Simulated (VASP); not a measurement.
LiF (rock salt): the bulk modulus from VASP (plane waves, PAW) at several levels of theory. Static lattice, third-order Birch-Murnaghan fit over five volumes.

| level | bulk modulus (GPa) |
|---|---|
| LDA | 86.5 |
| PBE | 67.5 |
| PBEsol | 72.8 |
| RPBE | 59.7 |
| AM05 | 66.4 |
| PBE-D3(BJ) | 75.4 |
| PBE-D4 | 70.5 |
| optB88-vdW | 72.3 |
| rev-vdW-DF2 | 70.4 |
| revTPSS | 76.2 |
| SCAN | 86.3 |
| r2SCAN | 83.3 |
| r2SCAN+rVV10 | 86.9 |
| HSE06 | 74.2 |
| HSEsol | 78.9 |

The cell of the LDA run:

```
CELL_PARAMETERS angstrom
      0.00000     1.95669     1.95669
      1.95669     0.00000     1.95669
      1.95669     1.95669     0.00000
ATOMIC_POSITIONS crystal
  Li 0.00000 0.00000 0.00000
  F  0.50000 0.50000 0.50000
```

Only levels that ran to the end are used. Left out are those held back, those with too coarse a band path, GW runs whose mesh misses a band edge, hybrids' fits of cells that aren't cubic and levels without matching references; a question may draw on a part of the rest.

The compound is LiF in the rock salt structure.
